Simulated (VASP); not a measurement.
# Ba2Tl5V3O12 (P-3m1) in VASP: further runs, part 2 of 3

VASP 6.6.1.

## (3) Relaxation of cell and atoms, revPBE, collinear spin, ferromagnetic start

Input file INCAR:

```
ALGO = Normal
EDIFF = 1E-7
EDIFFG = -0.02
ENCUT = 600
GGA = RE
IBRION = 2
ISIF = 3
ISMEAR = -1
ISPIN = 2
KPAR = 4
LASPH = True
LCHARG = False
LMAXMIX = 4
LORBIT = 11
LREAL = False
LWAVE = False
MAGMOM = 0 0 2 2 2 0 0 0 0 0 0 0 0 0 0 0 0 0 0 0 0 0
NELM = 100
NSW = 60
PREC = Accurate
SIGMA = 0.05
```

Input file KPOINTS:

```
k-points
0
Gamma
  4 4 4
```

Input file POSCAR:

```
Ba2Tl5V3O12
1.0
    8.1542100000      0.0000000000      0.0000000000
   -4.0771100000      7.0617600000      0.0000000000
    0.0000000000      0.0000000000      6.9212800000
Ba V Tl O
2 3 5 12
Direct
    0.0000000000      0.0000000000      0.2355200000
    0.0000000000      0.0000000000      0.7644800000
    0.5000000000      0.0000000000      0.0000000000
    0.0000000000      0.5000000000      0.0000000000
    0.5000000000      0.5000000000      0.0000000000
    0.5000000000      0.0000000000      0.5000000000
    0.0000000000      0.5000000000      0.5000000000
    0.5000000000      0.5000000000      0.5000000000
    0.3333300000      0.6666700000      0.2248900000
    0.6666700000      0.3333300000      0.7751100000
    0.3389000000      0.3433400000      0.8144400000
    0.6566600000      0.9955600000      0.8144400000
    0.0044400000      0.6611000000      0.8144400000
    0.3433400000      0.3389000000      0.1855600000
    0.9955600000      0.6566600000      0.1855600000
    0.6611000000      0.0044400000      0.1855600000
    0.6611000000      0.6566600000      0.1855600000
    0.3433400000      0.0044400000      0.1855600000
    0.9955600000      0.3389000000      0.1855600000
    0.6566600000      0.6611000000      0.8144400000
    0.0044400000      0.3433400000      0.8144400000
    0.3389000000      0.9955600000      0.8144400000
```

Potentials or basis: VASP PAW PBE potentials, release 64 (Ba_sv, V_sv, Tl_d, O).

Run with:

```
cat potpaw_PBE.64/Ba_sv/POTCAR potpaw_PBE.64/V_sv/POTCAR potpaw_PBE.64/Tl_d/POTCAR potpaw_PBE.64/O/POTCAR > POTCAR
mpirun -np 4 vasp_std > vasp.out
```

OUTCAR:

```text
EDIFF = 1E-7
   EDIFFG = -0.02
   ENCUT = 600
   GGA = RE
   IBRION = 2
   ISIF = 3
   ISMEAR = -1
   ISPIN = 2
   LASPH = True
   LORBIT = 11
   LREAL = False
   NELM = 100
   NSW = 60
   PREC = Accurate

 ion  position               nearest neighbor table
   1  0.000  0.000  0.236-  18 2.80  16 2.80  14 2.80  17 2.80  19 2.80  15 2.80   2 3.26   2 3.66

   2  0.000  0.000  0.764-  12 2.80  22 2.80  20 2.80  11 2.80  13 2.80  21 2.80   1 3.26   1 3.66

   3  0.500  0.000  0.000-  16 1.82  22 1.82  18 1.82  12 1.82   9 2.82  10 2.82   6 3.46   6 3.46
[... 13 lines left out ...]
  10  0.667  0.333  0.775-  21 2.73  12 2.73  13 2.73  22 2.73  11 2.73  20 2.73   4 2.82   3 2.82
                             5 2.82   7 3.03   6 3.03   8 3.03
  11  0.339  0.343  0.814-   5 1.82   8 2.53  10 2.73   2 2.80
  12  0.657  0.996  0.814-   3 1.82   6 2.53  10 2.73   2 2.80
  13  0.004  0.661  0.814-   4 1.82   7 2.53  10 2.73   2 2.80
  14  0.343  0.339  0.186-   5 1.82   8 2.53   9 2.73   1 2.80
  15  0.996  0.657  0.186-   4 1.82   7 2.53   9 2.73   1 2.80
  16  0.661  0.004  0.186-   3 1.82   6 2.53   9 2.73   1 2.80
  17  0.661  0.657  0.186-   5 1.82   8 2.53   9 2.73   1 2.80
  18  0.343  0.004  0.186-   3 1.82   6 2.53   9 2.73   1 2.80
  19  0.996  0.339  0.186-   4 1.82   7 2.53   9 2.73   1 2.80
  20  0.657  0.661  0.814-   5 1.82   8 2.53  10 2.73   2 2.80
  21  0.004  0.343  0.814-   4 1.82   7 2.53  10 2.73   2 2.80
  22  0.339  0.996  0.814-   3 1.82   6 2.53  10 2.73   2 2.80

  LATTYP: Found a hexagonal cell.
 ALAT       =     8.1542100000
 C/A-ratio  =     0.8487983508

  Lattice vectors:

 A1 = (   8.1542100000,   0.0000000000,   0.0000000000)
 A2 = (  -4.0771100000,   7.0617600000,   0.0000000000)
 A3 = (   0.0000000000,   0.0000000000,   6.9212800000)

Analysis of symmetry for initial positions (statically):
=====================================================================
 Subroutine PRICEL returns:
 Original cell was already a primitive cell.

 Routine SETGRP: Setting up the symmetry group for a
 hexagonal supercell.

 Subroutine GETGRP returns: Found  4 space group operations
 (whereof  4 operations were pure point group operations)
 out of a pool of 24 trial point group operations.

The static configuration has the point symmetry C_2h.

Analysis of symmetry for dynamics (positions and initial velocities):
=====================================================================
 Subroutine PRICEL returns:
 Original cell was already a primitive cell.

 Routine SETGRP: Setting up the symmetry group for a
 hexagonal supercell.

 Subroutine GETGRP returns: Found  4 space group operations
 (whereof  4 operations were pure point group operations)
 out of a pool of 24 trial point group operations.

The dynamic configuration has the point symmetry C_2h.

Analysis of structural, dynamic, and magnetic symmetry:
=====================================================================
 Subroutine PRICEL returns:
 Original cell was already a primitive cell.

 Routine SETGRP: Setting up the symmetry group for a
 hexagonal supercell.

 Subroutine GETGRP returns: Found  4 space group operations
 (whereof  4 operations were pure point group operations)
 out of a pool of 24 trial point group operations.

The overall configuration has the point symmetry C_2h.

 Subroutine INISYM returns: Found  4 space group operations
 (whereof  4 operations are pure point group operations),
 and found     1 'primitive' translations

----------------------------------------------------------------------------------------

                                     Primitive cell

[... 73 lines left out ...]

  Length of vectors
     0.035401977  0.035401939  0.036120486

  Shift w.r.t. Gamma in fractional coordinates (k-lattice)
     0.000000000  0.000000000  0.000000000

 Subroutine IBZKPT returns following result:
 ===========================================

 Found     24 irreducible k-points:

 Following reciprocal coordinates:
            Coordinates               Weight
  0.000000  0.000000  0.000000      1.000000
  0.250000  0.000000  0.000000      4.000000
 -0.250000  0.250000  0.000000      2.000000
  0.500000  0.000000  0.000000      2.000000
  0.500000  0.500000  0.000000      1.000000
  0.250000  0.250000  0.000000      2.000000
[... 16 lines left out ...]
  0.250000  0.250000  0.500000      2.000000
 -0.250000  0.500000  0.500000      4.000000
   k-points           NKPTS =     24   k-points in BZ     NKDIM =     24   number of bands    NBANDS=    120
   number of dos      NEDOS =    301   number of ions     NIONS =     22
   total plane-waves  NPLWV = 274400
   dimension x,y,z NGX =    70 NGY =   70 NGZ =   56
   dimension x,y,z NGXF=   140 NGYF=  140 NGZF=  112
   ions per type =               2   3   5  12
   NGX,Y,Z   is equivalent  to a cutoff of  14.27, 14.27, 13.45 a.u.
   NGXF,Y,Z  is equivalent  to a cutoff of  28.54, 28.54, 26.90 a.u.
 SYSTEM =  unknown system
   PREC   = accura    normal or accurate (medium, high low for compatibility)
   ISTART =      0    job   : 0-new  1-cont  2-samecut
   ICHARG =      2    charge: 1-file 2-atom 10-const
   ISPIN  =      2    spin polarized calculation?
   LNONCOLLINEAR =      F non collinear calculations
   LSORBIT =      F    spin-orbit coupling
   LASPH  =      T    aspherical Exc in radial PAW
   ENCUT  =  600.0 eV  44.10 Ry    6.64 a.u.  16.29 16.29 13.82*2*pi/ulx,y,z
   NELM   =    100;   NELMIN=  2; NELMDL= -5     # of ELM steps
   EDIFF  = 0.1E-06   stopping-criterion for ELM
   LREAL  =      F    real-space projection
   EDIFFG = -.2E-01   stopping-criterion for IOM
   NSW    =     60    number of steps for IOM
   IBRION =      2    ionic relax: 0-MD 1-quasi-New 2-CG
   NFREE  =      1    steps in history (QN), initial steepest desc. (CG)
   ISIF   =      3    stress and relaxation
   ISYM   =      2    0-nonsym 1-usesym 2-fastsym
   POTIM  = 0.5000    time-step for ionic-motion
   TEBEG  =    0.0;   TEEND  =   0.0 temperature during run
   PSTRESS=    0.0 pullay stress
   NELECT =     196.0000    total number of electrons
   NUPDOWN=      -1.0000    fix difference up-down
   EMIN   =  10.00;   EMAX   =-10.00  energy-range for DOS
   EFERMI =   0.00;   METHOD = LEGACY
   ISMEAR =    -1;   SIGMA  =   0.05  broadening in eV -4-tet -1-fermi 0-gaus
   EFERMI_NEDOS =   21; number of points for ismear=-14 and -15
   IALGO  =     38    algorithm
   IMIX   =      4    mixing-type and parameters
     AMIX     =   0.40;   BMIX     =  1.00
     AMIX_MAG =   1.60;   BMIX_MAG =  1.00
  volume/ion in A,a.u.               =      18.12       122.25
  Fermi-wavevector in a.u.,A,eV,Ry     =   1.292210  2.441923 22.719099  1.669807
  Thomas-Fermi vector in A             =   2.423932
   LORBIT       =     11    0 simple, 1 ext, 2 COOP (PROOUT), +10 PAW based schemes
   GGA     = RE    functional components
   LHFCALC =     F    Hartree Fock is set to
   AEXX    =    0.0000 exact exchange contribution
   IVDW    =     0    specifies the selected vdW correction
   LEPSILON=     F    determine dielectric tensor
   LRPA    =     F    only Hartree local field effects (RPA)
 conjugate gradient relaxation of ions
 spin polarized calculation
  energy-cutoff  :      600.00
  volume of cell :      398.55
 maximum number of plane-waves:     13336
 NGX is ok and might be reduce to    70
   NGX = 33   NGY = 33   NGZ = 27

--------------------------------------- Ionic step        1  -------------------------------------------

 number of electron     195.9999980 magnetization       0.0000289

 number of electron     195.9999980 magnetization      -0.0000086

 Free energy of the ion-electron system (eV)
  ---------------------------------------------------
  ext. energy  EPLUGINS =         0.00000000
  ---------------------------------------------------
  free energy    TOTEN  =      -120.58466542 eV

  energy without entropy =     -120.53672624  energy(sigma->0) =     -120.56069583

------------------------ aborting loop because EDIFF is reached ----------------------------------------

  FORCE on cell =-STRESS in cart. coord.  units (eV):
  Direction    XX          YY          ZZ          XY          YZ          ZX
  --------------------------------------------------------------------------------------
  -------------------------------------------------------------------------------------
  Total        6.2106496      6.2110152      8.3773217      0.0003016     -0.0000376      0.0000651
  in kB       24.9669991     24.9684689     33.6770865      0.0012123     -0.0001511      0.0002615
  external PRESSURE =      27.8708515 kB  Pullay stress =       0.0000000 kB
[... 153 lines left out ...]
  FREE ENERGIE OF THE ION-ELECTRON SYSTEM (eV)
  ---------------------------------------------------
  free  energy   TOTEN  =      -120.6823348963 eV

  energy  without entropy=     -120.6304425618  energy(sigma->0) =     -120.65638873

 E-fermi :   3.1021     XC(G=0):  -9.1821

 val. band max:        3.0577474667   @ k =   0.0000   0.0000   0.0000
 cond. band min:       3.1691566005   @ k =   0.5000   0.0000   0.2500
 fundamental gap:      0.1114091338
 Fermi energy:         3.1020840565

 spin component 1

 k-point     1 :       0.0000    0.0000    0.0000
  band No.  band energies     occupation
      1     -61.7078      1.00000
      2     -61.7077      1.00000
      3     -61.7076      1.00000
      4     -35.6014      1.00000
      5     -35.5982      1.00000
      6     -35.5982      1.00000
[... 2701 lines left out ...]
    109       5.3754      0.00000
    110       5.3957      0.00000
 Fermi energy:         3.1020840565

 spin component 2

 k-point     1 :       0.0000    0.0000    0.0000
  band No.  band energies     occupation
      1     -61.7078      1.00000
      2     -61.7077      1.00000
      3     -61.7076      1.00000
      4     -35.6014      1.00000
      5     -35.5982      1.00000
      6     -35.5982      1.00000
[... 2398 lines left out ...]
     32      -9.4074      1.00000
     33      -8.1968      1.00000
     34
```

It took 2.1 h on 4 MPI ranks of Intel Xeon Platinum 8559C (Emerald Rapids), shared host; peak memory 2.2 GiB.

What came out:

```yaml
Free_energy: -120.7542 eV
Relaxed_volume: 19.12 Å³/atom
Relaxed_cell: a = 8.277 Å, b = 8.277 Å, c = 7.091 Å, α = 90.00°, β = 90.00°, γ = 120.00°
Space_group_after_relaxing_to_0.05_Å: P-3m1 (No. 164)
Energy_gained_by_relaxing: 7.7 meV/atom
Ionic_steps: 10
Pressure_after_relaxing: 0.0 GPa
Largest_force_after_relaxing: 0.017 eV/Å
Band_gap_on_the_k_mesh: none (metal or under the smearing width)
Net_moment: 0.00 μB per cell
Valence_electrons_inside_the_program's_atomic_spheres: Ba 7.84; V 11.63; Tl 11.12, 11.22; O 4.93
```

Forces in eV/Å, atoms in the order of the input:
```
Ba   0.000  0.000  0.017
Ba   0.000  0.000 -0.017
V    0.000  0.000  0.000
V    0.000  0.000  0.000
V    0.000  0.000  0.000
Tl   0.000  0.000  0.000
Tl   0.000  0.000  0.000
Tl   0.000  0.000  0.000
Tl   0.000  0.000 -0.012
Tl   0.000  0.000  0.012
O   -0.008 -0.015  0.002
O    0.017  0.000  0.002
O   -0.009  0.015  0.002
O   -0.009 -0.015 -0.002
O   -0.008  0.015 -0.002
O    0.017  0.000 -0.002
O    0.008  0.015 -0.002
O   -0.017  0.000 -0.002
O    0.009 -0.015 -0.002
O    0.009  0.015  0.002
O    0.008 -0.015  0.002
O   -0.017  0.000  0.002
```

The path:
| step | energy change (eV) | largest force (eV/Å) | pressure (GPa) | volume (Å³) |
| --- | --- | --- | --- | --- |
| 1 | 0.0000 | 0.1600 | 2.79 | 398.55 |
| 2 | -0.0578 | 0.6175 | -1.33 | 417.00 |
| 3 | -0.0977 | 0.3528 | 0.19 | 409.61 |
| 4 | -0.1470 | 0.1493 | 0.09 | 414.81 |
| 5 | -0.1570 | 0.1309 | 0.07 | 418.39 |
| 6 | -0.1626 | 0.0934 | -0.06 | 419.49 |
| 7 | -0.1665 | 0.0713 | -0.25 | 421.24 |
| 8 | -0.1689 | 0.0405 | 0.07 | 420.58 |
| 9 | -0.1689 | 0.0384 | 0.05 | 420.61 |
| 10 | -0.1695 | 0.0174 | 0.03 | 420.72 |

Final structure:
```cif
data_structure
_symmetry_space_group_name_H-M 'P 1'
_symmetry_Int_Tables_number 1
_cell_length_a 8.2769
_cell_length_b 8.2769
_cell_length_c 7.0913
_cell_angle_alpha 90.000
_cell_angle_beta 90.000
_cell_angle_gamma 120.000
_cell_volume 420.72
loop_
_atom_site_label
_atom_site_type_symbol
_atom_site_fract_x
_atom_site_fract_y
_atom_site_fract_z
_atom_site_occupancy
Ba1 Ba 0.00000 0.00000 0.23336 1
Ba2 Ba 0.00000 0.00000 0.76664 1
V1 V 0.50000 0.00000 0.00000 1
V2 V 0.00000 0.50000 0.00000 1
V3 V 0.50000 0.50000 0.00000 1
Tl1 Tl 0.50000 0.00000 0.50000 1
Tl2 Tl 0.00000 0.50000 0.50000 1
Tl3 Tl 0.50000 0.50000 0.50000 1
Tl4 Tl 0.33333 0.66667 0.22299 1
Tl5 Tl 0.66667 0.33333 0.77701 1
O1 O 0.34167 0.34439 0.81807 1
O2 O 0.65561 0.99728 0.81807 1
O3 O 0.00273 0.65833 0.81807 1
O4 O 0.34439 0.34167 0.18193 1
O5 O 0.99728 0.65561 0.18193 1
O6 O 0.65833 0.00273 0.18193 1
O7 O 0.65833 0.65561 0.18193 1
O8 O 0.34439 0.00272 0.18193 1
O9 O 0.99727 0.34167 0.18193 1
O10 O 0.65561 0.65833 0.81807 1
O11 O 0.00272 0.34439 0.81807 1
O12 O 0.34167 0.99727 0.81807 1
```

Caveat: the PAW data sets were made with another functional, which shifts forces and pressure a little; semilocal functionals often make such compounds metallic where correlation or magnetic order opens a gap, which also shifts bond lengths. With open d or f shells a metallic result of revPBE can be an artefact of self-interaction; +U or a hybrid may open a gap.

## (4) Relaxation of cell and atoms, BLYP, collinear spin, ferromagnetic start

INCAR, as its differences from that of step 3:

```diff
@@ -1 +1,5 @@
+AGGAC = 1.0
+AGGAX = 1.0
+ALDAC = 0.0
+ALDAX = 1.0
 ALGO = Normal
@@ -4,3 +8,3 @@
 ENCUT = 600
-GGA = RE
+GGA = B5
 IBRION = 2
```

KPOINTS is that of step 3.

POSCAR is that of step 3.

Run with:

```
cat potpaw_PBE.64/Ba_sv/POTCAR potpaw_PBE.64/V_sv/POTCAR potpaw_PBE.64/Tl_d/POTCAR potpaw_PBE.64/O/POTCAR > POTCAR
mpirun -np 4 vasp_std > vasp.out
```

Run time: 2.8 h. Hardware: 4 MPI ranks of Intel Xeon Platinum 8559C (Emerald Rapids), shared host; peak memory 2.2 GiB.

Results (log left out):

* Free energy: -120.2493 eV
* Relaxed volume: 19.63 Å³/atom
* Relaxed cell: a = 8.328 Å, b = 8.328 Å, c = 7.190 Å, α = 90.00°, β = 90.00°, γ = 120.00°
* Space group after relaxing (to 0.05 Å): P-3m1 (No. 164)
* Energy gained by relaxing: 17.6 meV/atom
* Ionic steps: 15
* Pressure after relaxing: 0.0 GPa
* Largest force after relaxing: 0.019 eV/Å
* Band gap on the k mesh: none (metal or under the smearing width)
* Net moment: 0.00 μB per cell
* Valence electrons inside the program's atomic spheres: Ba 7.81; V 11.60; Tl 11.11, 11.22; O 4.92

Forces on the atoms (eV/Å):
```
Ba   0.000  0.000  0.019
Ba   0.000  0.000 -0.019
V    0.000  0.000  0.000
V    0.000  0.000  0.000
V    0.000  0.000  0.000
Tl   0.000  0.000  0.000
Tl   0.000  0.000  0.000
Tl   0.000  0.000  0.000
Tl   0.000  0.000 -0.004
Tl   0.000  0.000  0.004
O   -0.002  0.000  0.001
O    0.001 -0.001  0.001
O    0.001  0.001  0.001
O    0.001 -0.001 -0.001
O   -0.002  0.000 -0.001
O    0.001  0.001 -0.001
O    0.002  0.000 -0.001
O   -0.001  0.001 -0.001
O   -0.001 -0.001 -0.001
O   -0.001  0.001  0.001
O    0.002  0.000  0.001
O   -0.001 -0.001  0.001
```

Step by step:
```
step  energy change (eV)  largest force (eV/Å)  pressure (GPa)  volume (Å³)
   1              0.0000                0.2454            4.52       398.55
   2             -0.0977                0.9693           -2.35       428.74
   3             -0.2384                0.4814            0.37       415.12
   4             -0.3341                0.2261            0.16       422.31
   5             -0.3585                0.1771            0.07       427.63
   6             -0.3589                0.1850            0.06       428.35
   7             -0.3722                0.1381           -0.09       429.93
   8             -0.3796                0.0968           -0.26       431.83
   9             -0.3801                0.1064           -0.31       432.41
  10             -0.3852                0.0904            0.19       431.30
  11             -0.3854                0.0790            0.11       431.47
  12             -0.3878                0.0270            0.01       431.91
  13             -0.3879                0.0325           -0.02       432.00
  14             -0.3879                0.0331           -0.02       432.01
  15             -0.3880                0.0191           -0.01       431.89
```

Final structure:
```cif
data_structure
_symmetry_space_group_name_H-M 'P 1'
_symmetry_Int_Tables_number 1
_cell_length_a 8.3282
_cell_length_b 8.3282
_cell_length_c 7.1902
_cell_angle_alpha 90.000
_cell_angle_beta 90.000
_cell_angle_gamma 120.000
_cell_volume 431.89
loop_
_atom_site_label
_atom_site_type_symbol
_atom_site_fract_x
_atom_site_fract_y
_atom_site_fract_z
_atom_site_occupancy
Ba1 Ba 0.00000 0.00000 0.23137 1
Ba2 Ba 0.00000 0.00000 0.76863 1
V1 V 0.50000 0.00000 0.00000 1
V2 V 0.00000 0.50000 0.00000 1
V3 V 0.50000 0.50000 0.00000 1
Tl1 Tl 0.50000 0.00000 0.50000 1
Tl2 Tl 0.00000 0.50000 0.50000 1
Tl3 Tl 0.50000 0.50000 0.50000 1
Tl4 Tl 0.33333 0.66667 0.22181 1
Tl5 Tl 0.66667 0.33333 0.77819 1
O1 O 0.34156 0.34462 0.82029 1
O2 O 0.65538 0.99694 0.82029 1
O3 O 0.00306 0.65844 0.82029 1
O4 O 0.34462 0.34156 0.17971 1
O5 O 0.99694 0.65538 0.17971 1
O6 O 0.65844 0.00306 0.17971 1
O7 O 0.65844 0.65538 0.17971 1
O8 O 0.34462 0.00306 0.17971 1
O9 O 0.99694 0.34156 0.17971 1
O10 O 0.65538 0.65844 0.82029 1
O11 O 0.00306 0.34462 0.82029 1
O12 O 0.34156 0.99694 0.82029 1
```

Levels at points of the mesh, in eV from the Fermi level:
Spin up:
| k point | band 95 | band 96 | band 97 | band 98 | band 99 | band 100 | band 101 | band 102 |
| --- | --- | --- | --- | --- | --- | --- | --- | --- |
| (0.00, 0.00, 0.00) | -0.31 | -0.31 | -0.22 | 0.02 | 0.32 | 0.75 | 0.76 | 0.76 |
| (0.50, 0.00, 0.00) | -0.63 | -0.36 | -0.14 | -0.14 | -0.13 | 0.46 | 0.71 | 0.74 |
| (0.50, 0.50, 0.00) | -0.63 | -0.36 | -0.14 | -0.14 | -0.13 | 0.46 | 0.71 | 0.74 |
| (0.00, 0.00, 0.50) | -0.30 | -0.21 | 0.16 | 0.49 | 0.49 | 0.74 | 0.74 | 1.64 |
| (0.50, 0.00, 0.50) | -0.48 | -0.37 | -0.05 | 0.48 | 0.51 | 0.72 | 0.76 | 1.73 |
| (0.50, 0.50, 0.50) | -0.48 | -0.37 | -0.05 | 0.48 | 0.51 | 0.72 | 0.76 | 1.73 |
Spin down:
```tsv
k point	band 96	band 97	band 98	band 99	band 100	band 101
(0.00, 0.00, 0.00)	-0.31	-0.22	0.02	0.32	0.75	0.76
(0.50, 0.00, 0.00)	-0.36	-0.14	-0.14	-0.13	0.46	0.71
(0.50, 0.50, 0.00)	-0.36	-0.14	-0.14	-0.13	0.46	0.71
(0.00, 0.00, 0.50)	-0.21	0.16	0.49	0.49	0.74	0.74
(0.50, 0.00, 0.50)	-0.37	-0.05	0.48	0.51	0.72	0.76
(0.50, 0.50, 0.50)	-0.37	-0.05	0.48	0.51	0.72	0.76
```

Caveat: the PAW data sets were made with another functional, which shifts forces and pressure a little; semilocal functionals often make such compounds metallic where correlation or magnetic order opens a gap, which also shifts bond lengths.

(Continued in part 3 of 3.)
